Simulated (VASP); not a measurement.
Given:

```
CELL_PARAMETERS angstrom
      0.00000     2.10419     2.10419
      2.10419     0.00000     2.10419
      2.10419     2.10419     0.00000
ATOMIC_POSITIONS crystal
  Mg 0.00000 0.00000 0.00000
  O  0.50000 0.50000 0.50000
```

The numbers are results of PBEsol GGA, VASP's PBE PAW potentials (set 64) (plane waves; VASP 6.6.1), not measurements. Run with 650 eV cut-off, 10×10×10 Γ-centred mesh, Gaussian smearing of 0.050 eV, potentials Mg O.

Problem. Give the elastic stiffness tensor with the ions relaxed (GPa, in the frame of the cell).

Solution. 
```json
[
 {"": "xx", "xx": "302", "yy": "91.6", "zz": "91.6", "yz": "0.0", "xz": "0.0", "xy": "0.0"},
 {"": "yy", "xx": "91.6", "yy": "302", "zz": "91.6", "yz": "0.0", "xz": "0.0", "xy": "0.0"},
 {"": "zz", "xx": "91.6", "yy": "91.6", "zz": "302", "yz": "0.0", "xz": "0.0", "xy": "0.0"},
 {"": "yz", "xx": "0.0", "yy": "0.0", "zz": "0.0", "yz": "147", "xz": "0.0", "xy": "0.0"},
 {"": "xz", "xx": "0.0", "yy": "0.0", "zz": "0.0", "yz": "0.0", "xz": "147", "xy": "0.0"},
 {"": "xy", "xx": "0.0", "yy": "0.0", "zz": "0.0", "yz": "0.0", "xz": "0.0", "xy": "147"}
]
```

Problem. Predict the Hill bulk modulus, Hill shear modulus, Young's modulus, Poisson's ratio.

Solution. 
The Hill bulk modulus is 162 GPa and the Hill shear modulus comes out as 128 GPa. The Young's modulus is 304 GPa and the Poisson's ratio comes out as 0.186.

The structure comes from a measured MgO entry (Fm-3m) of the Crystallography Open Database, whose conditions weren't checked. It was relaxed first.
